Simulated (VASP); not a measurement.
Output of a VASP run:

File OSZICAR:
```
       N       E                     dE             d eps       ncg     rms          rms(c)
DAV:   1     0.225744309069E+02    0.22574E+02   -0.38636E+03  1015   0.810E+02
DAV:   2     0.134057593047E+01   -0.21234E+02   -0.21228E+02  1036   0.140E+02
DAV:   3     0.896205282883E+00   -0.44437E+00   -0.44437E+00  1323   0.293E+01
DAV:   4     0.892495600220E+00   -0.37097E-02   -0.37097E-02  1246   0.233E+00
DAV:   5     0.892448274258E+00   -0.47326E-04   -0.47326E-04  1253   0.230E-01    0.231E-01
DAV:   6     0.889492353793E+00   -0.29559E-02   -0.10625E-03  1099   0.288E-01    0.158E-01
DAV:   7     0.887150839528E+00   -0.23415E-02   -0.40043E-03  1043   0.590E-01    0.920E-03
DAV:   8     0.887131668758E+00   -0.19171E-04   -0.24774E-05  1225   0.547E-02    0.444E-03
DAV:   9     0.887122294992E+00   -0.93738E-05   -0.16391E-05  1106   0.309E-02    0.812E-04
DAV:  10     0.887122237690E+00   -0.57303E-07   -0.16166E-07  1197   0.670E-03
   1 F= 0.88712224E+00 E0= 0.88739717E+00  d E =-.824787E-03
```

### OUTCAR
```
------------------------ aborting loop because EDIFF is reached ----------------------------------------
  FORCE on cell =-STRESS in cart. coord.  units (eV):
  Direction    XX          YY          ZZ          XY          YZ          ZX
  --------------------------------------------------------------------------------------
  Total       -0.0530003     -0.0530003     -0.0530003     -0.0000000     -0.0000000      0.0000000
  in kB       -2.1328154     -2.1328154     -2.1328154     -0.0000000     -0.0000000      0.0000000
  external PRESSURE =      -2.1328154 kB  Pullay stress =       0.0000000 kB
  volume of cell :       39.81
      direct lattice vectors                 reciprocal lattice vectors
    -2.151090481  2.151090481  2.151090481     0.000000000  0.232440246  0.232440246
     2.151090481 -2.151090481  2.151090481     0.232440246  0.000000000  0.232440246
     2.151090481  2.151090481 -2.151090481     0.232440246  0.232440246  0.000000000
 POSITION                                       TOTAL-FORCE (eV/Angst)
 -----------------------------------------------------------------------------------
      0.00000      0.00000      0.00000        -0.000000      0.000000      0.000000
 -----------------------------------------------------------------------------------
    total drift:                                0.000000     -0.000000      0.000000
  FREE ENERGIE OF THE ION-ELECTRON SYSTEM (eV)
  ---------------------------------------------------
  free  energy   TOTEN  =         0.8871222377 eV

  energy  without entropy=        0.8879470249  energy(sigma->0) =        0.88739717
```
(Selected blocks of OUTCAR.)

POSCAR:
```
Na
1
   -2.1510904805     2.1510904805     2.1510904805
    2.1510904805    -2.1510904805     2.1510904805
    2.1510904805     2.1510904805    -2.1510904805
Na
1
Direct
  0.0000000000   0.0000000000   0.0000000000
```

**Question.** Reconstruct the remaining input files.

**Answer.** Several could match; the one computed here: the input of the run itself, vdW-DF-cx, plane waves, VASP's PBE PAW potentials (set 64).

INCAR:
```
SYSTEM = Na
PREC = Accurate
ENCUT = 520
EDIFF = 1E-7
NELM = 100
ALGO = Normal
LREAL = .FALSE.
LASPH = .TRUE.
ISMEAR = 1
SIGMA = 0.1
GGA = CX
LUSE_VDW = .TRUE.
AGGAC = 0.0
LWAVE = .FALSE.
LCHARG = .FALSE.
ISIF = 2
```

### KPOINTS
```
Automatic mesh
0
Gamma
12 12 12
0 0 0
```

POTCAR, in this order: Na_pv (PBE.64 set). Program: vasp_std.

The compound is Na in the bcc structure. This cell is one point of a volume scan, at 1.03 of the reference volume.
